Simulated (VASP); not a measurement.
Data:

```yaml
crystal:
  lattice:
    - [4.67260, 0.00000, 0.00000]
    - [0.00000, 4.67260, 0.00000]
    - [0.00000, 0.00000, 3.08241]
  atoms:
    - { symbol: Mg, position: [0.00000, 0.00000, 0.00000] }
    - { symbol: Mg, position: [0.50000, 0.50000, 0.50000] }
    - { symbol: F, position: [0.30314, 0.30314, 0.00000] }
    - { symbol: F, position: [0.80314, 0.19686, 0.50000] }
    - { symbol: F, position: [0.19686, 0.80314, 0.50000] }
    - { symbol: F, position: [0.69686, 0.69686, 0.00000] }
```

Method: PW91 GGA, VASP's PBE PAW potentials (set 64) (plane waves; VASP 6.6.1). Numerical set-up: 520 eV cut-off, 6×6×8 Γ-centred mesh, tetrahedra with Blöchl corrections, potentials Mg F.

### Question
Predict the energy per atom (σ→0), band gap (on the k-mesh) with the smallest direct gap where there is one.

### Answer

```json
{
 "band gap (on the k-mesh)": "6.93 eV",
 "smallest direct gap (on the k-mesh)": "6.93 eV",
 "energy per atom (σ→0)": "-5.313 eV/atom"
}
```

The absolute energy has meaning only against runs of the same code, potentials and settings.

The compound is MgF2 in the rutile structure. It was relaxed first.
